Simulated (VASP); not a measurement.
A run of VASP 6.6.1:

INCAR

```
ALGO     = Fast           # electronic algorithm
EDIFF    = 1E-7           # SCF threshold, eV
ENCUT    = 520            # plane-wave cutoff, eV
GGA_COMPAT= F            
ISIF     = 2              # what is computed and relaxed
ISMEAR   = -1             # smearing method
LASPH    = T              # aspherical terms in the spheres
LCHARG   = F              # write CHGCAR
LMAXMIX  = 6              # l up to which the mixer works
LORBIT   = 11             # projections on sites
LORBMOM  = T            
LREAL    = F              # projectors in reciprocal space
LSORBIT  = T              # spin-orbit coupling
LWAVE    = F              # write WAVECAR
MAGMOM   = 0 0 0 0 0 0    # initial moments
NBANDS   = 29             # bands
NELM     = 150            # most SCF steps
PREC     = Accurate       # precision mode
SIGMA    = 0.1            # smearing width, eV
```

Contents of KPOINTS:

```
k-points
0
Gamma
  10 10 10
```

POSCAR

```
LaS
1.0
    0.0000000000      2.8564279700      2.8564279700
    2.8564279700      0.0000000000      2.8564279700
    2.8564279700      2.8564279700      0.0000000000
La S
1 1
Direct
    0.0000000000      0.0000000000      0.0000000000
    0.5000000000      0.5000000000      0.5000000000
```

Potentials or basis: VASP PAW LDA potentials, release 64 (La, S).

Command:

```sh
$ cat potpaw_LDA.64/La/POTCAR potpaw_LDA.64/S/POTCAR > POTCAR
$ mpirun -np 1 vasp_ncl > vasp.out
```

Hardware: 1 thread of Intel(R) Xeon(R) Platinum 8488C (Sapphire Rapids), on a shared host.

Question: Estimate the wall time of this run.

Answer: It took 13 min on 1 thread of Intel(R) Xeon(R) Platinum 8488C (Sapphire Rapids) (shared host), peak memory 0.33 GiB. Counts: scf iterations 64, k points 47.
